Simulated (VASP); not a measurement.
Level of theory: PBE GGA with D4 dispersion, VASP's PBE PAW potentials (set 64) (plane waves; VASP).

The input files of a VASP run:

### POSCAR
```
WSe2
1
    1.6234999762    -2.8119841238     0.0000000000
    1.6234999762     2.8119841238     0.0000000000
    0.0000000000     0.0000000000    12.7206008080
W Se
2 4
Direct
  0.3333330000   0.6666670000   0.2500000000
  0.6666670000   0.3333330000   0.7500000000
  0.3333330000   0.6666670000   0.8813873450
  0.6666670000   0.3333330000   0.3813873450
  0.6666670000   0.3333330000   0.1186126550
  0.3333330000   0.6666670000   0.6186126550
```

### KPOINTS
```
K-points
0
gamma
  8 8 2
0 0 0
```

### INCAR
```
LASPH=T   ! aspherical one-centre terms
IBRION=2
GGA=PE
SIGMA=0.05   ! width (eV)
ISMEAR=0
LMAXMIX=6   ! l cut-off of mixed one-centre charges
LWAVE=F
LREAL=F   ! projection in real space or not
ENCUT=520   ! plane-wave cut-off (eV)
ISIF=4   ! ions and shape, fixed volume
IVDW=13
ALGO=Normal   ! blocked Davidson
EDIFFG=-0.01   ! ionic stop
SYSTEM=WSe2
EDIFF=1E-7   ! SCF stop (eV)
PREC=Accurate
NELM=100   ! most electronic steps
LCHARG=F
NSW=30
```

POTCAR, in this order: W_sv Se (PBE.64 set). Program: vasp_std.

Output

### OUTCAR
```
 ion  position               nearest neighbor table
   1  0.333  0.667  0.250-   4 2.51   5 2.51   4 2.51   5 2.51   4 2.51   5 2.51
   2  0.667  0.333  0.750-   3 2.51   6 2.51   3 2.51   6 2.51   3 2.51   6 2.51
   3  0.333  0.667  0.881-   2 2.51   2 2.51   2 2.51
   4  0.667  0.333  0.381-   1 2.51   1 2.51   1 2.51
   5  0.667  0.333  0.119-   1 2.51   1 2.51   1 2.51
   6  0.333  0.667  0.619-   2 2.51   2 2.51   2 2.51
  LATTYP: Found a hexagonal cell.
 ALAT       =     3.2469996743
 C/A-ratio  =     3.9176477006
 Subroutine PRICEL returns:
 Original cell was already a primitive cell.
 Subroutine GETGRP returns: Found 24 space group operations
The static configuration has the point symmetry D_3d.
 The point group associated with its full space group is D_6h.
The dynamic configuration has the point symmetry D_3d.
 Subroutine INISYM returns: Found 24 space group operations
 Subroutine IBZKPT returns following result:
 Found     20 irreducible k-points:

 Following reciprocal coordinates:
            Coordinates               Weight
  0.000000  0.000000  0.000000      1.000000
  0.125000  0.000000  0.000000      6.000000
  0.250000  0.000000  0.000000      6.000000
  0.375000  0.000000  0.000000      6.000000
  0.500000  0.000000  0.000000      3.000000
  0.125000  0.125000  0.000000      6.000000
  0.250000  0.125000  0.000000     12.000000
  0.375000  0.125000  0.000000     12.000000
  0.250000  0.250000  0.000000      6.000000
  0.375000  0.250000  0.000000      6.000000
  0.000000  0.000000  0.500000      1.000000
  0.125000  0.000000  0.500000      6.000000
  0.250000  0.000000  0.500000      6.000000
  0.375000  0.000000  0.500000      6.000000
  0.500000  0.000000  0.500000      3.000000
  0.125000  0.125000  0.500000      6.000000
  0.250000  0.125000  0.500000     12.000000
  0.375000  0.125000  0.500000     12.000000
  0.250000  0.250000  0.500000      6.000000
  0.375000  0.250000  0.500000      6.000000
   k-points           NKPTS =     20   k-points in BZ     NKDIM =     20   number of bands    NBANDS=     31
   number of dos      NEDOS =    301   number of ions     NIONS =      6
   total plane-waves  NPLWV =  55296
   dimension x,y,z NGX =    24 NGY =   24 NGZ =   96
   dimension x,y,z NGXF=    48 NGYF=   48 NGZF=  192
   ions per type =               2   4
   PREC   = accura    normal or accurate (medium, high low for compatibility)
   ISTART =      0    job   : 0-new  1-cont  2-samecut
   ICHARG =      2    charge: 1-file 2-atom 10-const
   ISPIN  =      1    spin polarized calculation?
   LNONCOLLINEAR =      F non collinear calculations
   LSORBIT =      F    spin-orbit coupling
   INIWAV =      1    electr: 0-lowe 1-rand  2-diag
   ENCUT  =  520.0 eV  38.22 Ry    6.18 a.u.   6.04  6.04 23.65*2*pi/ulx,y,z
   NELM   =    100;   NELMIN=  2; NELMDL= -5     # of ELM steps
   EDIFF  = 0.1E-06   stopping-criterion for ELM
   LREAL  =      F    real-space projection
   NLSPLINE    = F    spline interpolate recip. space projectors
   LMAXMIX     =    6 max onsite mixed and CHGCAR
   VOSKOWN=      0    Vosko Wilk Nusair interpolation
   EDIFFG = -.1E-01   stopping-criterion for IOM
   NSW    =     30    number of steps for IOM
   NBLOCK =      1;   KBLOCK =     30    inner block; outer block
   IBRION =      2    ionic relax: 0-MD 1-quasi-New 2-CG
   NFREE  =      1    steps in history (QN), initial steepest desc. (CG)
   ISIF   =      4    stress and relaxation
   ISYM   =      2    0-nonsym 1-usesym 2-fastsym
   TEIN   =    0.0    initial temperature
   TEBEG  =    0.0;   TEEND  =   0.0 temperature during run
   SMASS  =  -3.00    Nose mass-parameter (am)
   PSTRESS=    0.0 pullay stress
   NELECT =      52.0000    total number of electrons
   EFERMI =   0.00;   METHOD = LEGACY
...
```

**OSZICAR**
```
       N       E                     dE             d eps       ncg     rms          rms(c)
DAV:   1     0.515625424877E+03    0.51563E+03   -0.28547E+04  1384   0.165E+03
DAV:   2    -0.972183158684E+01   -0.52535E+03   -0.51473E+03  1464   0.434E+02
DAV:   3    -0.438899080949E+02   -0.34168E+02   -0.33852E+02  1543   0.974E+01
DAV:   4    -0.447289271847E+02   -0.83902E+00   -0.83573E+00  1525   0.153E+01
DAV:   5    -0.447458578453E+02   -0.16931E-01   -0.16917E-01  1524   0.210E+00    0.317E+01
DAV:   6    -0.433131414207E+02    0.14327E+01   -0.90510E+00  1420   0.172E+01    0.118E+01
DAV:   7    -0.431050096892E+02    0.20813E+00   -0.40367E+00  1420   0.831E+00    0.560E+00
DAV:   8    -0.429552119049E+02    0.14980E+00   -0.68179E-01  1602   0.463E+00    0.119E+00
DAV:   9    -0.429574631943E+02   -0.22513E-02   -0.55380E-02  1562   0.122E+00    0.791E-01
DAV:  10    -0.429560905168E+02    0.13727E-02   -0.18357E-02  1587   0.869E-01    0.172E-01
DAV:  11    -0.429560114777E+02    0.79039E-04   -0.25543E-03  1518   0.317E-01    0.164E-01
DAV:  12    -0.429559786438E+02    0.32834E-04   -0.11293E-04  1573   0.641E-02    0.908E-02
DAV:  13    -0.429559755848E+02    0.30590E-05   -0.11269E-04  1555   0.590E-02    0.469E-03
DAV:  14    -0.429559759465E+02   -0.36170E-06   -0.37606E-06  1479   0.121E-02    0.612E-03
DAV:  15    -0.429559761007E+02   -0.15418E-06   -0.20064E-07  1202   0.258E-03    0.405E-03
DAV:  16    -0.429559761848E+02   -0.84076E-07   -0.15281E-07  1041   0.240E-03
   1 F= -.46014711E+02 E0= -.46014711E+02  d E =-.460147E+02
       N       E                     dE             d eps       ncg     rms          rms(c)
DAV:   1    -0.429741636027E+02   -0.18188E-01   -0.20020E+00  1282   0.664E+00    0.122E+00
DAV:   2    -0.429786852545E+02   -0.45217E-02   -0.11414E-01  1457   0.139E+00    0.563E-01
DAV:   3    -0.429774829911E+02    0.12023E-02   -0.12797E-02  1437   0.605E-01    0.393E-01
DAV:   4    -0.429768139445E+02    0.66905E-03   -0.29016E-03  1573   0.272E-01    0.168E-01
DAV:   5    -0.429768254611E+02   -0.11517E-04   -0.31775E-04  1667   0.876E-02    0.300E-02
DAV:   6    -0.429768072211E+02    0.18240E-04   -0.77366E-05  1496   0.463E-02    0.130E-02
DAV:   7    -0.429768063846E+02    0.83651E-06   -0.78941E-06  1559   0.126E-02    0.405E-03
DAV:   8    -0.429768062619E+02    0.12263E-06   -0.76700E-07  1440   0.533E-03    0.166E-03
DAV:   9    -0.429768063053E+02   -0.43358E-07   -0.51218E-08   886   0.134E-03
   2 F= -.46037193E+02 E0= -.46037193E+02  d E =-.224818E-01
       N       E                     dE             d eps       ncg     rms          rms(c)
DAV:   1    -0.429771386577E+02   -0.33240E-03   -0.17554E-02  1282   0.619E-01    0.115E-01
DAV:   2    -0.429771827459E+02   -0.44088E-04   -0.97381E-04  1471   0.129E-01    0.508E-02
DAV:   3    -0.429771747307E+02    0.80152E-05   -0.89995E-05  1453   0.513E-02    0.354E-02
DAV:   4    -0.429771714148E+02    0.33159E-05   -0.22640E-05  1571   0.241E-02    0.150E-02
DAV:   5    -0.429771725402E+02   -0.11253E-05   -0.21549E-06  1451   0.770E-03    0.279E-03
DAV:   6    -0.429771721092E+02    0.43097E-06   -0.59587E-07  1284   0.427E-03    0.998E-04
DAV:   7    -0.429771721851E+02   -0.75947E-07   -0.47697E-08   830   0.123E-03
   3 F= -.46037394E+02 E0= -.46037394E+02  d E =-.226827E-01
       N       E                     dE             d eps       ncg     rms          rms(c)
DAV:   1    -0.430088275486E+02   -0.31655E-01   -0.13053E+00  1248   0.741E+00    0.952E-01
DAV:   2    -0.429905038983E+02    0.18324E-01   -0.11602E-01  1441   0.186E+00    0.500E-01
DAV:   3    -0.429865628408E+02    0.39411E-02   -0.78016E-03  1500   0.551E-01    0.213E-01
DAV:   4    -0.429852656172E+02    0.12972E-02   -0.39399E-03  1432   0.325E-01    0.929E-02
DAV:   5    -0.429852723069E+02   -0.66897E-05   -0.41004E-04  1388   0.119E-01    0.437E-02
DAV:   6    -0.429852542475E+02    0.18059E-04   -0.77806E-05  1622   0.509E-02    0.131E-02
DAV:   7    -0.429852545130E+02   -0.26552E-06   -0.49975E-06  1523   0.131E-02    0.581E-03
DAV:   8    -0.429852543952E+02    0.11782E-06   -0.10877E-06  1637   0.682E-03    0.122E-03
DAV:   9    -0.429852544148E+02   -0.19584E-07   -0.12213E-07   887   0.212E-03
   4 F= -.46045397E+02 E0= -.46045397E+02  d E =-.800308E-02
       N       E                     dE             d eps       ncg     rms          rms(c)
DAV:   1    -0.429954834939E+02   -0.10229E-01   -0.46578E-01  1248   0.443E+00    0.570E-01
DAV:   2    -0.429889877521E+02    0.64957E-02   -0.41365E-02  1449   0.111E+00    0.299E-01
DAV:   3    -0.429875802927E+02    0.14075E-02   -0.28298E-03  1500   0.329E-01    0.127E-01
DAV:   4    -0.429871159721E+02    0.46432E-03   -0.14167E-03  1432   0.194E-01    0.552E-02
DAV:   5    -0.429871172271E+02   -0.12551E-05   -0.14964E-04  1388   0.710E-02    0.270E-02
DAV:   6    -0.429871109490E+02    0.62781E-05   -0.29018E-05  1608   0.311E-02    0.762E-03
DAV:   7    -0.429871109336E+02    0.15382E-07   -0.17326E-06  1549   0.775E-03    0.352E-03
DAV:   8    -0.429871108404E+02    0.93190E-07   -0.40510E-07  1216   0.418E-03
   5 F= -.46047233E+02 E0= -.46047233E+02  d E =-.983933E-02
       N       E                     dE             d eps       ncg     rms          rms(c)
DAV:   1    -0.429879431299E+02   -0.83220E-03   -0.39713E-02  1248   0.129E+00    0.167E-01
DAV:   2    -0.429873904932E+02    0.55264E-03   -0.35333E-03  1456   0.325E-01    0.874E-02
DAV:   3    -0.429872699412E+02    0.12055E-03   -0.24207E-04  1493   0.961E-02    0.372E-02
DAV:   4    -0.429872294010E+02    0.40540E-04   -0.12195E-04  1446   0.569E-02    0.162E-02
DAV:   5    -0.429872291059E+02    0.29503E-06   -0.13232E-05  1409   0.211E-02    0.835E-03
DAV:   6    -0.429872284928E+02    0.61308E-06   -0.26889E-06  1586   0.955E-03    0.219E-03
DAV:   7    -0.429872284265E+02    0.66363E-07   -0.13217E-07   928   0.232E-03
   6 F= -.46047356E+02 E0= -.46047356E+02  d E =-.996227E-02
```

### OUTCAR
```
------------------------ aborting loop because EDIFF is reached ----------------------------------------
  Edisp (eV):   -3.06013
  FORCE on cell =-STRESS in cart. coord.  units (eV):
  Direction    XX          YY          ZZ          XY          YZ          ZX
  --------------------------------------------------------------------------------------
  Total       1.22155     1.22155     1.22992     0.00000     0.00000     0.00000
  in kB      16.85069    16.85069    16.96623     0.00000     0.00000     0.00000
  external pressure =       16.89 kB  Pullay stress =        0.00 kB
  volume of cell :      116.15
      direct lattice vectors                 reciprocal lattice vectors
     1.631416872 -2.825696545  0.000000000     0.306482058 -0.176947521  0.000000000
     1.631416872  2.825696545 -0.000000000     0.306482058  0.176947521 -0.000000000
    -0.000000000  0.000000000 12.597440182     0.000000000  0.000000000  0.079381206
 POSITION                                       TOTAL-FORCE (eV/Angst)
 -----------------------------------------------------------------------------------
      1.63142      0.94190      3.14936        -0.000000     -0.000000      0.000000
      1.63142     -0.94190      9.44808        -0.000000      0.000000      0.000000
      1.63142      0.94190     11.13756         0.000000     -0.000000      0.000844
      1.63142     -0.94190      4.83884         0.000000      0.000000      0.000844
      1.63142     -0.94190      1.45988        -0.000000      0.000000     -0.000844
      1.63142      0.94190      7.75860         0.000000     -0.000000     -0.000844
 -----------------------------------------------------------------------------------
    total drift:                               -0.000134      0.001040     -0.000033
  FREE ENERGIE OF THE ION-ELECTRON SYSTEM (eV)
  ---------------------------------------------------
  free  energy   TOTEN  =       -46.0473561235 eV

  energy  without entropy=      -46.0473561235  energy(sigma->0) =      -46.04735612

 reached required accuracy - stopping structural energy minimisation
```
(Selected blocks of OUTCAR.)

**CONTCAR**
```
WSe2
   1.00000000000000
     1.6314168721922901   -2.8256965454417560    0.0000000000000000
     1.6314168721922901    2.8256965454417560   -0.0000000000000000
    -0.0000000000000000    0.0000000000000000   12.5974401817355268
  W               Se
     2     4
Direct
     0.3333330000000032    0.6666669999999968    0.2500000000000000
     0.6666669999999968    0.3333330000000032    0.7500000000000000
     0.3333330000000032    0.6666669999999968    0.8841128274698468
     0.6666669999999968    0.3333330000000032    0.3841128274698468
     0.6666669999999968    0.3333330000000032    0.1158871725301532
     0.3333330000000032    0.6666669999999968    0.6158871725301532
```

The compound is WSe2 in the 2H layered structure. This cell is one point of a volume scan, at 0.97 of the reference volume. Symmetry was kept, so distortions that lower it aren't found.
